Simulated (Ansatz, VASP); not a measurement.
# ScPt in VASP and in Ansatz

File INCAR:

```
SYSTEM = ScPt
  ALGO = Normal
  EDIFF = 1E-8
  ENCUT = 520
  GGA = CA
  ISIF = 2
  ISMEAR = -1
  LASPH = .True.
  LCHARG = .False.
  LEFG = .True.
  LREAL = .False.
  LWAVE = .False.
  NBANDS = 18
  NELM = 100
  PREC = Accurate
  SIGMA = 0.05
```

KPOINTS

```
k-points
0
Gamma
  10 10 10
  0 0 0
```

The input POSCAR:

```
ScPt
1.0
    3.3354000000      0.0000000000      0.0000000000
    0.0000000000      3.3354000000      0.0000000000
    0.0000000000      0.0000000000      3.2700000000
Sc Pt
1 1
Direct
    0.5000000000      0.5000000000      0.5000000000
    0.0000000000      0.0000000000      0.0000000000
```

Input for Ansatz:

```yaml
crystal:
  lattice:
    - [3.3354, 0.0, 0.0]
    - [0.0, 3.3354, 0.0]
    - [0.0, 0.0, 3.27]
  atoms:
    - { symbol: Sc, position: [0.5, 0.5, 0.5] }
    - { symbol: Pt, position: [0.0, 0.0, 0.0] }
kpoints:
  mp_grid: { grid: [10, 10, 10] }
scf:
  occupations: { method: fermi_dirac, width: 0.05 }
hamiltonian:
  xc: lda
  pseudopotentials: { kind: paw }
output:
  forces: true
  stress: true
  eigenvalues: true
  efg: { contact_densities: true }
```

Change from the starting cell: equal xx and yy strain of +2 %, PAW files.

Alike in both runs: task electric field gradients; functional LDA; k mesh 10 × 10 × 10; occupations fermi-dirac, width 0.05 eV; no spin polarisation.

```csv
,VASP,Ansatz
version,VASP 6.6.1,Ansatz 0.2.0
potentials or method,"VASP PAW LDA potentials, release 64 (Sc_sv, Pt)","PAW with Ansatz's default frozen-core files, scalar-relativistic"
plane-wave cutoff (eV),520,420
valence electrons in the cell,21,29
```

```tsv
	VASP	Ansatz	Ansatz less VASP
pressure (GPa)	-9.9	-10.5	-0.52
largest component of the traceless stress (GPa)	0.04	0.06	+0.018
Vzz of the field gradient on the site that differs most (V/Å²)	2.8	6.3	+3.52
```

The two sets of potentials don't hold the same shells in valence. Ansatz warned: «gradients_without_spin_orbit».

Spin-orbit coupling is left out, which matters for the levels of Pt.
